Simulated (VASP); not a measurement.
Given:

```xyz
5
Lattice="-2.2651 2.2651 5.6186 2.2651 -2.2651 5.6186 2.2651 2.2651 -5.6186" Properties=species:S:1:pos:R:3 pbc="T T T"
Ba     0.0000     0.0000     0.0000
Al     0.0000     2.2651     2.8093
Al     2.2651     0.0000     2.8093
Al     0.0000     0.0000     4.2869
Al     2.2651     2.2651     1.3317
```

Level of theory: PBEsol GGA, VASP's PBE PAW potentials (set 64) (plane waves; VASP). Numerical set-up: 400 eV cut-off, 11×11×11 Γ-centred mesh, tetrahedra with Blöchl corrections, potentials Ba_sv Al.

The cores are frozen, which limits the accuracy of field gradients.

**Question.** Give the principal components of the electric field gradient (V/Å²) and the asymmetry η at each nucleus.

**Answer.** 
```
atom    Vxx    Vyy    Vzz     η
----  -----  -----  -----  ----
Ba1   -15.6  -15.6   31.2  0.00
Al2    10.0   10.0  -20.1  0.00
Al3    10.0   10.0  -20.1  0.00
Al4     2.4    2.4   -4.9  0.00
Al5     2.4    2.4   -4.9  0.00
```

The compound is BaAl4 in the sg139 structure. It was relaxed first.
